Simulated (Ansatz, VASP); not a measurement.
# WC (Qusongite): VASP beside Ansatz, part 2 of 2

Wanted: the spread between two codes on one cell, functional and k mesh. The cell is taken from a series of VASP runs on this material, whose earlier steps may have relaxed, scaled or displaced it; both programs get it as it stands.

VASP 6.6.1 and Ansatz 0.2.0.

So far: The structure; VASP: relaxation of cell and atoms, PBEsol, spin-orbit coupling.

## Step 3: Ansatz: relaxation of cell and atoms, PBEsol, spin-orbit coupling

Level of this step: Ansatz beside VASP: Kohn-Sham DFT, plane waves, PBEsol, spin-orbit coupling (Ansatz).

Ansatz runs on its fully relativistic PAW (standard-fr) files.

The same cell, functional, mesh and smearing now go to Ansatz, which takes its cutoff from its data sets.

File input.yaml:

```yaml
crystal:
  lattice:
    - [2.8964013243, 0.0, 0.0]
    - [-1.4482006622, 2.5083571264, 0.0]
    - [0.0, 0.0, 2.8276152354]
  atoms:
    - { symbol: W, position: [0.0, 0.0, 0.0] }
    - { symbol: C, position: [0.6666666667, 0.3333333333, 0.5] }
hamiltonian:
  xc: pbesol
  pseudopotentials: { kind: paw_fr }
magnetization:
  noncollinear: true
  spin_orbit: true
kpoints:
  mp_grid: { grid: [12, 12, 10] }
scf:
  occupations: { method: gaussian, width: 0.05 }
relax:
  f_tol: 0.01
  max_steps: 60
  cell: { stress_tol: 0.05 }
output:
  forces: true
  stress: true
```

Started as:

```bash
ansatz run input.yaml --threads 4 --pin off --max-ram 9216MiB --backend cpu --events-out ev --progress --plain --runs-dir out
```

Numbers of over 12 decimals in the logs are rounded to 6 here.

The log of the run:

```text
Engine: ansatz 0.2.0, aarch64-unknown-linux-gnu
Pseudopotentials: kind: paw_fr
Pseudopotential: W, paw_fr, valence charge 14, recommended cutoff 420 eV (normal), W.paw.azcp#standard-fr
Pseudopotential: C, paw_fr, valence charge 4, recommended cutoff 420 eV (normal), C.paw.azcp#standard-fr
Functional definition: PBEsol
  exchange = pbesol_x
  correlation = pbesol_c
non-collinear run that drives no moment, with spin-orbit: no starting moment large enough to seed its density (crystal.atoms[].spin), no starting occupations that ask for one, no magnetisation constraint and no magnetic field, so the semilocal B_xc is pinned to zero
Crystal: 2 atoms, lattice volume = 20.543 Å³
Basis set: ecut = 420 eV, 405 PW (Γ), exchange–correlation on 40×40×40 points (8 copies of the dense FFT grid, shifted against one another)
Bands: 26, of which v1, the nominal top of the filled ones, is band 18 counted from 1 (17 counted from 0)
Symmetry: 12 space group operations + 12 with time reversal
Magnetic group: BNS 187.210 (UNI 1440), of the structure as read, at distance tolerance 2.7e-5 Å
k-points: 114 of 1440 (time reversal used)
Projection manifold: j_resolved (fully-relativistic pseudo-atomic orbitals)
Non-local potential: W, projectors of the file, l = 0: 3, l = 1: 4, l = 2: 4, l = 3: 2
Non-local potential: C, projectors of the file, l = 0: 2, l = 1: 4, l = 2: 2
PAW form: soft (Blöchl's): semilocal exchange-correlation on the pseudo side does not see the compensation charge
PAW frozen core: W, regenerated for the run's functional, and the local potential with it (the file was generated under x = pbe(κ = 0.804, μ = 0.219515), c = pbe(β = 0.066725))
PAW frozen core: C, regenerated for the run's functional, and the local potential with it (the file was generated under x = pbe(κ = 0.804, μ = 0.219515), c = pbe(β = 0.066725))
PAW one-centre angular grid: W, 590 points (default); XC on 64 Gauss nodes
PAW one-centre angular grid: C, 110 points (default); XC on 64 Gauss nodes
Initial density: superposition of atomic densities (chi_scale 0.1, normalization cell, long waves kept (reshape's long-wave potential 0.00 eV rms))
Initial wavefunctions: pseudopotential atomic-orbital guess
Functional: x = pbesol(κ = 0.804, μ = 0.123457), c = pbesol(β = 0.046)
SCF iter   1: F=—  HF=-10528.993701 eV  |F-HF|=—  |Δ(HF+E_count)|=         —  Δρ=1.30e-1  dr2=4.57e0  dr2_m=0.00e0 (ungated)  ethr=3.10e-3  |M|=0.00e0 ∫|m|=0.00e0 μB  |m|>n=0.0e0 m-floor=0.0e0 τ_xc=0.0e0  β_m=0.30  ⟨swp⟩=6.3  Hψ=15675  notcnv=0  defer=3
preconditioner: auto → none  [metal: Δε(μ)=0.021 eV  Ē_g=10.913 eV  σ=0.050 eV  W_gap=0.23  n_scr=8 (ndim 8)  ℏωp=25.9 eV  f_vac=0.000  D(μ)=0.33/eV (n_scr^D=0)  sad-step TF]
SCF iter   2: F=—  HF=-10528.205480 eV  |F-HF|=—  |Δ(HF+E_count)|=   7.88e-1  Δρ=7.32e-2  dr2=1.40e0  dr2_m=0.00e0 (ungated)  ethr=3.10e-3  |M|=0.00e0 ∫|m|=0.00e0 μB  |m|>n=0.0e0 m-floor=0.0e0 τ_xc=0.0e0  β_m=0.48  ⟨swp⟩=2.5  Hψ=5344  notcnv=0  defer=335
SCF iter   3: F=—  HF=-10527.863899 eV  |F-HF|=—  |Δ(HF+E_count)|=   3.42e-1  Δρ=1.34e-2  dr2=1.48e-2  dr2_m=0.00e0 (ungated)  ethr=3.10e-3  |M|=0.00e0 ∫|m|=0.00e0 μB  |m|>n=0.0e0 m-floor=0.0e0 τ_xc=0.0e0  β_m=0.65  ⟨swp⟩=2.2  Hψ=4468  notcnv=0  defer=333
SCF iter   4: F=—  HF=-10527.866395 eV  |F-HF|=—  |Δ(HF+E_count)|=   2.50e-3  Δρ=2.67e-3  dr2=1.27e-3  dr2_m=0.00e0 (ungated)  ethr=8.21e-5  |M|=0.00e0 ∫|m|=0.00e0 μB  |m|>n=0.0e0 m-floor=0.0e0 τ_xc=0.0e0  β_m=0.67  ⟨swp⟩=2.7  Hψ=5730  notcnv=0  defer=314
SCF iter   5: F=—  HF=-10527.866230 eV  |F-HF|=—  |Δ(HF+E_count)|=   1.64e-4  Δρ=2.59e-4  dr2=7.78e-6  dr2_m=0.00e0 (ungated)  ethr=7.08e-6  |M|=0.00e0 ∫|m|=0.00e0 μB  |m|>n=0.0e0 m-floor=0.0e0 τ_xc=0.0e0  β_m=0.74  ⟨swp⟩=2.1  Hψ=3616  notcnv=0  defer=314
SCF iter   6: F=—  HF=-10527.866231 eV  |F-HF|=—  |Δ(HF+E_count)|=   7.42e-7  Δρ=3.68e-5  dr2=2.31e-7  dr2_m=0.00e0 (ungated)  ethr=4.32e-8  |M|=0.00e0 ∫|m|=0.00e0 μB  |m|>n=0.0e0 m-floor=0.0e0 τ_xc=0.0e0  β_m=0.78  ⟨swp⟩=2.2  Hψ=4235  notcnv=0  defer=314
SCF iter   7: F=-10527.866231 eV  HF=-10527.866231 eV  |F-HF|=3.09e-9  |Δ(HF+E_count)|=   1.80e-8  Δρ=6.32e-6  dr2=5.08e-9  dr2_m=0.00e0 (ungated)  ethr=5.56e-10  |M|=0.00e0 ∫|m|=0.00e0 μB  |m|>n=0.0e0 m-floor=0.0e0 τ_xc=0.0e0  ⟨swp⟩=4.6  Hψ=8977  notcnv=0
SCF 1 converged in 7 iterations: F = -10527.866231 eV  dr2 = 5.08e-9
  greatest PAW one-centre occupation: 1.000 electrons in one spin orbital (limit 2), on the W atom at site 0 (counted from 0), in its partial waves of l = 0
relax step   1: F+E_penalty+E_count = -10527.86623116 eV  Δ(F+E_penalty+E_count) = +0.000e0 eV  max|allowed force component| = 6.129e-17 eV/Å  Δτ_max = 0.0000 Å  P = +0.298 GPa  Ω = 20.543 Å³  (7 SCF iters, dr2 threshold 1.00e-7 eV, accepted)
[...]
relax step   2: F+E_penalty+E_count = -10527.86614489 eV  Δ(F+E_penalty+E_count) = +8.628e-5 eV  max|allowed force component| = 1.480e-16 eV/Å  Δτ_max = 0.0000 Å  P = -0.217 GPa  Ω = 20.572 Å³  energy of the carried Pulay correction = -5.540e-5 eV  (4 SCF iters, dr2 threshold 2.00e-7 eV, rejected (line search))
[...]
relax step   3: F+E_penalty+E_count = -10527.86622304 eV  Δ(F+E_penalty+E_count) = +8.126e-6 eV  max|allowed force component| = 1.492e-16 eV/Å  Δτ_max = 0.0000 Å  P = +0.020 GPa  Ω = 20.558 Å³  energy of the carried Pulay correction = -2.820e-5 eV  (6 SCF iters, accepted)
[...]
relax step   4: F+E_penalty+E_count = -10527.86625374 eV  Δ(F+E_penalty+E_count) = -3.070e-5 eV  max|allowed force component| = 9.714e-17 eV/Å  Δτ_max = 0.0000 Å  P = +0.021 GPa  Ω = 20.558 Å³  stress off target by 3.73e-2 GPa  SCF on the basis re-selected at this cell (its energy is not comparable with the rows above)  (3 SCF iters)
basis re-selected at this cell: Δ(F+E_penalty+E_count) = -3.070e-5 eV, ΔP = +0.002 GPa vs the last step (what re-selecting the basis moved, of the pressure what is left beyond the Pulay correction that the steps carried, after the strain that the cell walked since its last selection, with what the two solves' SCF thresholds leave and, on support functions, any second-order correction that the steps lacked; it is no m [...]
SCF converged after 3 iterations
Magnetization: |M| = 0.0000 μB,  M = (+0.0000, +0.0000, +0.0000) μB
Absolute magnetization: 0.0000 μB (∫|m|)
  site 0: m = (+0.0000, +0.0000, +0.0000) μB, |m| = 0.0000 μB  (R = 0.90 Å)
  site 1: m = (+0.0000, +0.0000, +0.0000) μB, |m| = 0.0000 μB  (R = 0.90 Å)
Free energy (F): -10527.866254 eV
Harris-Foulkes:  -10527.866254 eV  (|F-HF|=3.64e-12)
Internal energy: -10527.865977 eV  (E = F + TS)
E sigma→0 (E₀):  -10527.866115 eV
Entropy (-TS):   -0.000277 eV (-0.139 meV/atom)
Fermi energy:    20.733058 eV
--- Per-component energies (eV) ---
  E_band       = -59.862296
  E_kinetic    = 542.357553
  E_local      = -659.444282  (includes V_loc(G=0)·N_el)
  E_nonlocal   = 23.202701
  E_hartree    = 233.139919
  E_xc         = -314.469579
  E_vxc        = -300.245526  (∫ρ·V_xc dr)
  E_paw        = -8551.002664  (= ΣΔE_a)
  E_vpaw       = -132.012454  (= ΣTr[D̂ρ^β])
  E_aug_tail   = -0.000065  (compensation charges beyond the density's cutoff)
  E_ewald      = -1801.897290
  E_core_change = 0.247730  (= ΣΔE_core)
  E_smearing   = -0.000277  (= −TS)
  E_closure    = 0.000000  (closes the sum)
  Σ components = -10527.866254   (vs F -10527.866254, Δ=0.00e0)
--- Forces (eV/Å), atoms counted from 1 ---
  atom   1  W     -0.00000000    -0.00000000     0.00000000
  atom   2  C     -0.00000000    -0.00000000     0.00000000
  max |Σ_I F_I| component: 2.50e-16 eV/Å
--- Stress (GPa, compression-positive) ---
        0.013074      -0.000000       0.000000
       -0.000000       0.013074       0.000000
        0.000000       0.000000       0.037295
  P = ⅓ Tr σ = 0.0211 GPa (0.211 kbar)
--- Relaxed structure (3 steps of the walk, 2 accepted, 1 SCFs on fresh bases) ---
  F+E_penalty+E_count = -10527.86625374 eV   max|allowed force component| = 9.714e-17 eV/Å   (the final SCF, on the basis selected at the relaxed cell)
  cell:  # Å, volume = 20.5581 Å³
    - [2.897568, 2.8879160175903264e-11, 0.0]
    - [-1.448784, 2.509368, 0.0]
    - [0.0, 0.0, 2.827385]
  atoms:
    - { symbol: W, position: [-3.7007434155248937e-17, 0, 0.0] }
    - { symbol: C, position: [0.666667, 0.333333, 0.500000] }
```

The job ended after 10 s (4 threads of Arm Neoverse V1, shared host; peak memory 0.48 GiB).

## Step 4: Side by side

Known differences besides the potentials themselves: spin-orbit coupling enters by fully relativistic files in Ansatz and inside the spheres in VASP; both relaxations stop at a tolerance, which leaves soft axes loose, and VASP keeps its plane-wave basis; the data sets hold 18 valence electrons in Ansatz (fully relativistic PAW (standard-fr) files) and 10 in VASP; the cutoff is 420 eV in Ansatz and 520 eV in VASP; Ansatz makes its cores anew for this functional, VASP keeps those of its PBE data sets; Ansatz adds a Pulay correction to the stress that steers its cell, VASP none. Total energies have different zeros and are not compared.

Compared:

```csv
quantity,Ansatz,VASP,difference
volume (Å³),20.56,20.54,+0.07 %
"edge a after relaxation, in the typed setting (Å)",2.898,2.896,+0.04 %
"edge c after relaxation, in the typed setting (Å)",2.827,2.828,-0.01 %
```

The walks stopped with 0.02 GPa left in Ansatz and 0.00 GPa in VASP; each walk ends within a tolerance, so the volume difference is uncertain by about these residues over the bulk modulus, most in soft cells.

## Step 5: What came out

```
difference in volume (relaxation of cell and atoms, PBEsol, spin-orbit coupling) : 0.072 %
```

What this shows: The difference in volume is 0.072 % (relaxation of cell and atoms, PBEsol, spin-orbit coupling), within the 1.2 % picked in this series as the mark of a large difference, as far as the stopping tolerances let one tell. How closely two codes agree says nothing of how well the functional describes the real material.

[Lines on the potential files, build, host, timing and source positions are cut from VASP's logs without a mark.]

[Logs are printed without paths, hosts, clocks, repeated set-up lines and the standing remarks that a program may print on its own settings, such as how far it seeks lower states.]

[Hosts, paths, dates, database ids (printed as entryN), source tags and the programs' standing remarks are cut or masked in the printed files.]
